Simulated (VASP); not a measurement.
Input:

```
CELL_PARAMETERS angstrom
      0.00000     3.22262     3.22262
      3.22262     0.00000     3.22262
      3.22262     3.22262     0.00000
ATOMIC_POSITIONS crystal
  K  0.00000 0.00000 0.00000
  Cl 0.50000 0.50000 0.50000
```

These are PBE0 hybrid, VASP's PBE PAW potentials (set 64) (plane waves; VASP) values and carry that method's errors. Settings: 520 eV cut-off, 6×6×6 Γ-centred mesh, Gaussian smearing of 0.050 eV, potentials K_sv Cl.

Estimate the energy per atom (σ→0), band gap (on the k-mesh) with the smallest direct gap where there is one.

| Item | Result |
|---|---|
| band gap (on the k-mesh) | 6.98 eV |
| smallest direct gap (on the k-mesh) | 6.98 eV |
| energy per atom (σ→0) | -4.185 eV/atom |

The absolute energy has meaning only against runs of the same code, potentials and settings.

The compound is KCl in the rock salt structure. This cell is one point of a volume scan, at 1.03 of the reference volume. The cell's shape comes from a PBE relaxation.
